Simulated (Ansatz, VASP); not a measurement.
# Cross-check of AlNi3 between VASP and Ansatz, part 2 of 2

Aim: how closely do two programs agree when they are given the same cell, functional and k mesh? The cell is taken from a series of runs on this material, whose earlier steps may have relaxed, scaled, displaced or heated it; both programs get it as it stands.

VASP 6.6.1 and Ansatz 0.2.0.

So far: Set-up; Ansatz: elastic constants, PBEsol.

## Step 3: VASP: elastic constants, PBEsol

Level of this step: PBEsol, spin-polarised from a ferromagnetic start; plane waves and PAW (Al, Ni) (VASP).

The same cell, functional, mesh and smearing now go to VASP, with its own data sets.

Lines of VASP's logs that name or quote its potential files are left out, and so is its time.

The input, INCAR:

```
SYSTEM = AlNi3
PREC = Accurate
ENCUT = 600
EDIFF = 1E-08
NELM = 200
ISMEAR = 1
SIGMA = 0.25
LREAL = .FALSE.
ALGO = Normal
GGA = PS
NBANDS = 25
ISPIN = 2
MAGMOM = 0.01 -0.25 -0.25 -0.25
LASPH = .TRUE.
LMAXMIX = 4
LORBIT = 11
LWAVE = .FALSE.
LCHARG = .FALSE.
ISIF = 3
IBRION = 6
NFREE = 2
POTIM = 0.015
NSW = 1
GGA_COMPAT = .FALSE.
KPAR = 2
```

The input, POSCAR:

```
AlNi3
1.0
    3.5186310958      0.0000000000      0.0000000000
    0.0000000000      3.5186310958      0.0000000000
    0.0000000000      0.0000000000      3.5186310958
Al Ni
1 3
Direct
    0.0000000000      0.0000000000      0.0000000000
    0.0000000000      0.5000000000      0.5000000000
    0.5000000000      0.0000000000      0.5000000000
    0.5000000000      0.5000000000      0.0000000000
```

The input, KPOINTS:

```
Automatic mesh
0
Gamma
10 10 10
0 0 0
```

Potentials, in the order of the species: Al and Ni (PBE family, release 64).

Launch:

```
$ mpirun -np 2 vasp_std
```

Numbers of over 12 decimals in the logs are rounded to 6 here.

Log:

```text
[banner, memory and clock lines left out]
running    2 mpi-ranks, on    1 nodes
 distrk:  each k-point on    1 cores,    2 groups
 distr:  one band on    1 cores,    1 groups

 POSCAR found type information on POSCAR AlNi
 POSCAR found :  2 types and       4 ions
|                                                                             |
|               ----> ADVICE to this user running VASP <----                  |
|                                                                             |
|     You enforced a specific xc type in the INCAR file but a different       |
|     [... a line on the potential file left out ...]
|     I HOPE YOU KNOW WHAT YOU ARE DOING!                                     |
|                                                                             |

 LDA part: xc-table for (Slater+PW92), standard interpolation
 POSCAR, INCAR and KPOINTS ok, starting setup
 FFT: planning ... GRIDC
 FFT: planning ... GRID_SOFT
 FFT: planning ... GRID
 WAVECAR not read
 entering main loop
       N       E                     dE             d eps       ncg     rms          rms(c)
DAV:   1     0.201533857568E+03    0.20153E+03   -0.15420E+04  5656   0.188E+03
DAV:   2    -0.178480969675E+02   -0.21938E+03   -0.20534E+03  5608   0.335E+02
DAV:   3    -0.290123486796E+02   -0.11164E+02   -0.10564E+02  6485   0.100E+02
DAV:   4    -0.291896749987E+02   -0.17733E+00   -0.17711E+00  6673   0.114E+01
DAV:   5    -0.291959112336E+02   -0.62362E-02   -0.62359E-02  7011   0.196E+00    0.212E+01
DAV:   6    -0.298316635115E+02   -0.63575E+00   -0.44907E+01  6439   0.122E+02    0.214E+01
DAV:   7    -0.243590881990E+02    0.54726E+01   -0.15435E+01  6554   0.656E+01    0.248E+00
DAV:   8    -0.243132450107E+02    0.45843E-01   -0.31564E-01  6023   0.397E+00    0.137E+00
DAV:   9    -0.242857548688E+02    0.27490E-01   -0.26778E-02  7718   0.226E+00    0.320E-01
DAV:  10    -0.242854341445E+02    0.32072E-03   -0.18218E-03  6154   0.409E-01    0.185E-01
DAV:  11    -0.242857412037E+02   -0.30706E-03   -0.47061E-04  7630   0.325E-01    0.212E-01
DAV:  12    -0.242859384525E+02   -0.19725E-03   -0.80928E-05  7391   0.119E-01    0.210E-01
DAV:  13    -0.242857431077E+02    0.19534E-03   -0.39345E-05  6567   0.117E-01    0.201E-01
DAV:  14    -0.242844437054E+02    0.12994E-02   -0.74001E-03  6620   0.167E+00    0.908E-02
DAV:  15    -0.242844701828E+02   -0.26477E-04   -0.11102E-03  6621   0.654E-01    0.508E-02
DAV:  16    -0.242844436768E+02    0.26506E-04   -0.84326E-05  6729   0.170E-01    0.157E-02
DAV:  17    -0.242844457789E+02   -0.21021E-05   -0.16048E-05  7261   0.480E-02    0.985E-03
DAV:  18    -0.242844460247E+02   -0.24581E-06   -0.13149E-05  6612   0.680E-02    0.591E-03
DAV:  19    -0.242844455214E+02    0.50331E-06   -0.41697E-06  6615   0.447E-02    0.243E-03
DAV:  20    -0.242844456701E+02   -0.14871E-06   -0.23581E-07  6018   0.452E-03    0.235E-03
DAV:  21    -0.242844455655E+02    0.10467E-06   -0.12160E-07  6524   0.698E-03    0.112E-03
DAV:  22    -0.242844455408E+02    0.24645E-07   -0.77960E-08  5728   0.447E-03    0.198E-04
DAV:  23    -0.242844455425E+02   -0.16748E-08   -0.10105E-08  3052   0.124E-03
   1 F= -.24284446E+02 E0= -.24279653E+02  d E =-.143767E-01  mag=     0.0001
[... from here on, the cycles between the ionic steps are left out ...]
   2 F= -.24275949E+02 E0= -.24271262E+02  d E =-.140600E-01  mag=     0.0004
  12 F= -.24280129E+02 E0= -.24275381E+02  d E =-.142416E-01  mag=    -0.0001
  13 F= -.24280129E+02 E0= -.24275382E+02  d E =-.142417E-01  mag=    -0.0007
  14 F= -.24283488E+02 E0= -.24278695E+02  d E =-.143762E-01  mag=    -0.0000
  15 F= -.24283488E+02 E0= -.24278695E+02  d E =-.143762E-01  mag=    -0.0000
  16 F= -.24283419E+02 E0= -.24278622E+02  d E =-.143918E-01  mag=    -0.0000
  17 F= -.24283419E+02 E0= -.24278622E+02  d E =-.143918E-01  mag=    -0.0001
  18 F= -.24283383E+02 E0= -.24278596E+02  d E =-.143622E-01  mag=    -0.0005
 Finite differences progress:
  Degree of freedom:   9/  9
  Displacement:        1/  2
  Total:              17/ 18
 bond charge predicted
       N       E                     dE             d eps       ncg     rms          rms(c)
DAV:   1    -0.242827361570E+02    0.64711E-03   -0.24276E+00 21949   0.864E+00    0.232E-01
DAV:   2    -0.242841127932E+02   -0.13766E-02   -0.21240E-02 25081   0.177E+00    0.238E-01
DAV:   3    -0.242839908663E+02    0.12193E-03   -0.21441E-03 25624   0.153E+00    0.219E-01
DAV:   4    -0.242835434074E+02    0.44746E-03   -0.97193E-04 29785   0.897E-01    0.104E-01
DAV:   5    -0.242833901160E+02    0.15329E-03   -0.32095E-04 30139   0.320E-01    0.309E-02
DAV:   6    -0.242833843083E+02    0.58077E-05   -0.39460E-05 27496   0.135E-01    0.117E-02
DAV:   7    -0.242833845690E+02   -0.26063E-06   -0.75597E-06 27927   0.864E-02    0.126E-02
DAV:   8    -0.242833833085E+02    0.12604E-05   -0.25273E-06 30968   0.483E-02    0.260E-03
DAV:   9    -0.242833833745E+02   -0.65993E-07   -0.33432E-07 23832   0.561E-03    0.191E-03
DAV:  10    -0.242833834253E+02   -0.50822E-07   -0.28478E-08 16667   0.259E-03    0.215E-03
DAV:  11    -0.242833833502E+02    0.75168E-07   -0.53052E-08 22406   0.469E-03    0.166E-03
DAV:  12    -0.242833832791E+02    0.71012E-07   -0.17477E-07 25411   0.769E-03    0.599E-04
DAV:  13    -0.242833832793E+02   -0.15098E-09   -0.34993E-08 17764   0.204E-03
  19 F= -.24283383E+02 E0= -.24278596E+02  d E =-.143622E-01  mag=    -0.0001
 Finite differences progress:
  Degree of freedom:   9/  9
  Displacement:        2/  2
  Total:              18/ 18
```

OUTCAR, selected parts (step 3):

```text
ion  position               nearest neighbor table
   1  0.000  0.000  0.000-   2 2.49   3 2.49   4 2.49   2 2.49   3 2.49   2 2.49   4 2.49   2 2.49
                             3 2.49   4 2.49   3 2.49   4 2.49
   2  0.000  0.500  0.500-   1 2.49   3 2.49   4 2.49   1 2.49   4 2.49   1 2.49   3 2.49   1 2.49
                             3 2.49   4 2.49   4 2.49   3 2.49
   3  0.500  0.000  0.500-   1 2.49   2 2.49   4 2.49   1 2.49   4 2.49   2 2.49   4 2.49   4 2.49
                             1 2.49   2 2.49   1 2.49   2 2.49
   4  0.500  0.500  0.000-   1 2.49   2 2.49   3 2.49   2 2.49   3 2.49   1 2.49   3 2.49   3 2.49
                             1 2.49   2 2.49   2 2.49   1 2.49

  LATTYP: Found a simple cubic cell.
 ALAT       =     3.5186310958

 Subroutine GETGRP returns: Found 48 space group operations
 (whereof 48 operations were pure point group operations)

The static configuration has the point symmetry O_h .

 Found     56 irreducible k-points:

   k-points           NKPTS =     56   k-points in BZ     NKDIM =     56   number of bands    NBANDS=     25

   dimension x,y,z NGX =    28 NGY =   28 NGZ =   28
   dimension x,y,z NGXF=    56 NGYF=   56 NGZF=   56

   ENCUT  =  600.0 eV  44.10 Ry    6.64 a.u.   7.03  7.03  7.03*2*pi/ulx,y,z

   NELECT =      33.0000    total number of electrons

 k-points in reciprocal lattice and weights: Automatic mesh
   0.00000000  0.00000000  0.00000000       0.001
   0.10000000  0.00000000  0.00000000       0.006
   0.20000000  0.00000000  0.00000000       0.006
   0.30000000  0.00000000  0.00000000       0.006
   0.40000000  0.00000000  0.00000000       0.006
   0.50000000  0.00000000  0.00000000       0.003
   0.10000000  0.10000000  0.00000000       0.012
   0.20000000  0.10000000  0.00000000       0.024
   0.30000000  0.10000000  0.00000000       0.024
[...]
0.50000000  0.50000000  0.40000000       0.006
   0.50000000  0.50000000  0.50000000       0.001

 average (electrostatic) potential at core
       1 -69.3397       2 -81.0490       3 -81.0490       4 -81.0487

 E-fermi :   9.7829

 spin component 1
 k-point     1 :       0.0000    0.0000    0.0000
  band No.  band energies     occupation
    ...
      9       8.5053      1.00000
     10       8.5055      1.00000
     11       9.3591      1.01877
     12       9.3596      1.01884
     13       9.7116      0.73070
     14       9.9706      0.02359
     15       9.9707      0.02353
     16       9.9710      0.02316
     17      10.6772     -0.00000
     18      10.6773     -0.00000
    ...

 k-point     2 :       0.1000    0.0000    0.0000
  band No.  band energies     occupation
    ...
     11       9.2815      1.00785
     12       9.3610      1.01909
     13       9.6385      0.90964
[...]
in kB       -1.2266256     -1.2840201     -1.2347509      0.0000000      0.0000000      0.0000000
  external PRESSURE =      -1.2484655 kB  Pullay stress =       0.0000000 kB

  energy-cutoff  :      600.00
  volume of cell :       43.56
      direct lattice vectors                 reciprocal lattice vectors
     3.518631096  0.000000000  0.000000000     0.284201433  0.000000000  0.000000000
     0.000000000  3.518631096  0.000000000     0.000000000  0.284201433  0.000000000
     0.000000000  0.000000000  3.518631096     0.000000000  0.000000000  0.284201433

 POSITION                                       TOTAL-FORCE (eV/Angst)
 -----------------------------------------------------------------------------------
      0.00000      0.00000      0.00000         0.000000     -0.067006      0.000000
      0.00000      1.74432      1.75932         0.000000      0.141596      0.000000
      1.75932      0.00000      1.75932         0.000000     -0.071573      0.000000
      1.75932      1.75932      0.00000         0.000000     -0.003016      0.000000
 -----------------------------------------------------------------------------------
    total drift:                                0.000004     -0.000072     -0.000008

  FREE ENERGIE OF THE ION-ELECTRON SYSTEM (eV)
  ---------------------------------------------------
  free  energy   TOTEN  =       -24.2833832793 eV

  energy  without entropy=      -24.2690210781  energy(sigma->0) =      -24.27859588

  SYMMETRIZED ELASTIC MODULI (kBar)
 Direction    XX          YY          ZZ          XY          YZ          ZX
 --------------------------------------------------------------------------------
 XX        2632.1285   1715.8898   1715.8898      0.0000     -0.0000      0.0000
 YY        1715.8898   2632.1285   1715.8898     -0.0000     -0.0000     -0.0000
 ZZ        1715.8898   1715.8898   2632.1285     -0.0000     -0.0000      0.0000
 XY           0.0000     -0.0000     -0.0000   1410.9542      0.0000      0.0000
 YZ          -0.0000     -0.0000     -0.0000      0.0000   1410.9542      0.0000
 ZX           0.0000     -0.0000      0.0000      0.0000      0.0000   1410.9542
 --------------------------------------------------------------------------------

 Eigenvectors and eigenvalues of the dynamical matrix
 ----------------------------------------------------

   1 f  =   10.285893 THz    64.628169 2PiTHz  343.100447 cm-1    42.539015 meV
             X         Y         Z           dx          dy          dz
      0.000000  0.000000  0.000000    -0.664481    0.416304   -0.020148
      0.000000  1.759316  1.759316    -0.222639   -0.210860    0.010205
      1.759316  0.000000  1.759316     0.336562    0.139486    0.010205
      1.759316  1.759316  0.000000     0.336562   -0.210860   -0.006751

   2 f  =   10.285893 THz    64.628169 2PiTHz  343.100447 cm-1    42.539015 meV
             X         Y         Z           dx          dy          dz
      0.000000  0.000000  0.000000    -0.225755   -0.391369   -0.641182
      0.000000  1.759316  1.759316    -0.075641    0.198230    0.324761
      1.759316  0.000000  1.759316     0.114346   -0.131131    0.324761
      1.759316  1.759316  0.000000     0.114346    0.198230   -0.214833

   3 f  =   10.285893 THz    64.628169 2PiTHz  343.100447 cm-1    42.539015 meV
             X         Y         Z           dx          dy          dz
      0.000000  0.000000  0.000000     0.350356    0.537374   -0.451364
      0.000000  1.759316  1.759316     0.117389   -0.272182    0.228618
      1.759316  0.000000  1.759316    -0.177457    0.180051    0.228618
      1.759316  1.759316  0.000000    -0.177457   -0.272182   -0.151233

   4 f  =    6.913706 THz    43.440094 2PiTHz  230.616397 cm-1    28.592776 meV
             X         Y         Z           dx          dy          dz
      0.000000  0.000000  0.000000    -0.125036    0.486025    0.007188
      0.000000  1.759316  1.759316     0.199589    0.223177    0.003301
      1.759316  0.000000  1.759316    -0.057415   -0.775819    0.003301
      1.759316  1.759316  0.000000    -0.057415    0.223177   -0.011475

   5 f  =    6.913706 THz    43.440094 2PiTHz  230.616397 cm-1    28.592776 meV
             X         Y         Z           dx          dy          dz
      0.000000  0.000000  0.000000    -0.029527   -0.015003    0.500808
      0.000000  1.759316  1.759316     0.047132   -0.006889    0.229966
      1.759316  0.000000  1.759316    -0.013558    0.023949    0.229966
      1.759316  1.759316  0.000000    -0.013558   -0.006889   -0.799417

   6 f  =    6.913706 THz    43.440094 2PiTHz  230.616397 cm-1    28.592776 meV
             X         Y         Z           dx          dy          dz
      0.000000  0.000000  0.000000    -0.485180   -0.124341   -0.032330
      0.000000  1.759316  1.759316     0.774471   -0.057096   -0.014846
      1.759316  0.000000  1.759316    -0.222790    0.198479   -0.014846
      1.759316  1.759316  0.000000    -0.222790   -0.057096    0.051607

   7 f  =    6.336777 THz    39.815146 2PiTHz  211.372140 cm-1    26.206794 meV
             X         Y         Z           dx          dy          dz
      0.000000  0.000000  0.000000     0.000000   -0.000000   -0.000000
      0.000000  1.759316  1.759316    -0.000000   -0.369887   -0.396813
      1.759316  0.000000  1.759316     0.453566    0.000000    0.396813
      1.759316  1.759316  0.000000    -0.453566    0.369887    0.000000

   8 f  =    6.336777 THz    39.815146 2PiTHz  211.372140 cm-1    26.206794 meV
             X         Y         Z           dx          dy          dz
      0.000000  0.000000  0.000000    -0.000000   -0.000000    0.000000
      0.000000  1.759316  1.759316    -0.000000   -0.367282   -0.273498
      1.759316  0.000000  1.759316    -0.538798    0.000000    0.273498
      1.759316  1.759316  0.000000     0.538798    0.367282   -0.000000

   9 f  =    6.336777 THz    39.815146 2PiTHz  211.372140 cm-1    26.206794 meV
             X         Y         Z           dx          dy          dz
      0.000000  0.000000  0.000000    -0.000000    0.000000    0.000000
      0.000000  1.759316  1.759316     0.000000   -0.477794    0.517434
      1.759316  0.000000  1.759316     0.063044   -0.000000   -0.517434
      1.759316  1.759316  0.000000    -0.063044    0.477794    0.000000

  10 f/i=    0.000434 THz     0.002729 2PiTHz    0.014487 cm-1     0.001796 meV
             X         Y         Z           dx          dy          dz
      0.000000  0.000000  0.000000    -0.302229   -0.201343    0.031039
      0.000000  1.759316  1.759316    -0.445823   -0.296993    0.045785
      1.759316  0.000000  1.759316    -0.445806   -0.297005    0.045785
      1.759316  1.759316  0.000000    -0.445806   -0.296993    0.045787

  11 f/i=    0.000434 THz     0.002729 2PiTHz    0.014487 cm-1     0.001796 meV
             X         Y         Z           dx          dy          dz
      0.000000  0.000000  0.000000     0.065542   -0.148679   -0.326257
      0.000000  1.759316  1.759316     0.096682   -0.219311   -0.481249
      1.759316  0.000000  1.759316     0.096679   -0.219319   -0.481249
      1.759316  1.759316  0.000000     0.096679   -0.219311   -0.481267

  12 f/i=    0.000434 THz     0.002729 2PiTHz    0.014487 cm-1     0.001796 meV
             X         Y         Z           dx          dy          dz
      0.000000  0.000000  0.000000     0.192890   -0.264953    0.159492
      0.000000  1.759316  1.759316     0.284536   -0.390822    0.235261
      1.759316  0.000000  1.759316     0.284525   -0.390838    0.235261
      1.759316  1.759316  0.000000     0.284525   -0.390822    0.235270

 ELASTIC MODULI CONTR FROM IONIC RELAXATION (kBar)
 Direction    XX          YY          ZZ          XY          YZ          ZX
 --------------------------------------------------------------------------------
 XX           0.0000      0.0000      0.0000      0.0000      0.0000      0.0000
 YY           0.0000      0.0000      0.0000      0.0000      0.0000      0.0000
 ZZ           0.0000      0.0000      0.0000      0.0000      0.0000      0.0000
 XY           0.0000      0.0000      0.0000      0.0000      0.0000      0.0000
 YZ           0.0000      0.0000      0.0000      0.0000      0.0000      0.0000
 ZX           0.0000      0.0000      0.0000      0.0000      0.0000      0.0000
 --------------------------------------------------------------------------------

 TOTAL ELASTIC MODULI (kBar)
 Direction    XX          YY          ZZ          XY          YZ          ZX
 --------------------------------------------------------------------------------
 XX        2632.1285   1715.8898   1715.8898      0.0000     -0.0000      0.0000
 YY        1715.8898   2632.1285   1715.8898     -0.0000     -0.0000     -0.0000
 ZZ        1715.8898   1715.8898   2632.1285     -0.0000     -0.0000      0.0000
 XY           0.0000     -0.0000     -0.0000   1410.9542      0.0000      0.0000
 YZ          -0.0000     -0.0000     -0.0000      0.0000   1410.9542      0.0000
 ZX           0.0000     -0.0000      0.0000      0.0000      0.0000   1410.9542
 --------------------------------------------------------------------------------

 total charge
# of ion       s       p       d       tot
------------------------------------------
    1        0.410   0.406   0.000   0.815
    2        0.512   0.552   8.400   9.464
    3        0.512   0.552   8.400   9.464
    4        0.512   0.552   8.400   9.464
--------------------------------------------------
tot          1.945   2.061  25.200  29.207

 magnetization (x)
# of ion       s       p       d       tot
------------------------------------------
    1        0.000   0.000   0.000   0.000
    2        0.000   0.000  -0.000  -0.000
    3        0.000   0.000  -0.000  -0.000
    4        0.000   0.000  -0.000  -0.000
--------------------------------------------------
tot          0.000   0.000  -0.000  -0.000
```

The magnetic state follows from one typed start and may not be the lowest. The last energy, forces, stress and levels in OUTCAR belong to the last displaced cell, not to the cell of POSCAR.

Levels, forces or a CONTCAR printed for this step are those of its last displaced cell, not of the structure at rest.

## Step 4: Comparison

Known differences besides the potentials themselves: VASP starts from the moments at which Ansatz ended; the data sets hold 57 valence electrons in Ansatz (on its default PAW (the set named soft_2) files) and 33 in VASP; the cutoff is 420 eV in Ansatz and 600 eV in VASP; Ansatz makes its cores anew for this functional, VASP keeps those of its PBE data sets; VASP takes each elastic constant from one size of strain, Ansatz from those that its log lists. Total energies have different zeros and are not compared.

The two programs side by side:

| quantity | Ansatz | VASP | difference |
| --- | --- | --- | --- |
| C11 (GPa) | 272.1 | 263.2 | +3.36 % |
| C22 (GPa) | 272.1 | 263.2 | +3.36 % |
| C33 (GPa) | 272.1 | 263.2 | +3.36 % |
| C12 (GPa) | 169.5 | 171.6 | -1.23 % |
| C13 (GPa) | 169.5 | 171.6 | -1.23 % |
| C23 (GPa) | 169.5 | 171.6 | -1.23 % |
| C44 (GPa) | 146.2 | 141.1 | +3.60 % |
| C55 (GPa) | 146.2 | 141.1 | +3.60 % |
| C66 (GPa) | 146.2 | 141.1 | +3.60 % |

## Step 5: Results

| Quantity | Value |
| --- | --- |
| difference in C44 (elastic constants, PBEsol) | 3.6 % |

What this shows: The difference in C44 is 3.6 % (elastic constants, PBEsol), within the 5 % picked in this series as the mark of a large difference. The data sets hold unlike numbers of valence electrons (57 in Ansatz and 33 in VASP), so part of the differences comes from the potentials. Such differences can come from data sets, numerical settings and the points named under the comparisons, not from the functional's error against experiment.

[Lines on the potential files, build, host, timing and source positions are cut from VASP's logs without a mark.]

[Logs are printed without paths, hosts, clocks, repeated set-up lines and the standing remarks that a program may print on its own settings, such as how far it seeks lower states.]

[Hosts, paths, dates, database ids (printed as entryN), source tags and the programs' standing remarks are cut or masked in the printed files.]
